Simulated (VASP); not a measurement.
Consider the following.

```
CELL_PARAMETERS angstrom
      1.33873    -2.31874     0.00000
      1.33873     2.31874     0.00000
      0.00000     0.00000     4.86525
ATOMIC_POSITIONS crystal
  Zn 0.33333 0.66667 0.25000
  Zn 0.66667 0.33333 0.75000
```

Computed with PBE GGA, VASP's PBE PAW potentials (set 64) (plane waves; VASP 6.6.1). Settings: PREC = Normal, EDIFF = 1E-5, 400 eV cut-off, 20×20×8 Γ-centred mesh, first-order Methfessel-Paxton smearing of 0.10 eV, potentials Zn.

Predict the energy per atom (σ→0), band gap (on the k-mesh) with the smallest direct gap where there is one.

- band gap (on the k-mesh) = none (metal, semimetal or under 0.01 eV)
- energy per atom (σ→0) = -1.106 eV/atom

Total energies compare only between runs with the same potentials, cut-off and functional.

The compound is Zn in the hcp structure. It was relaxed first.
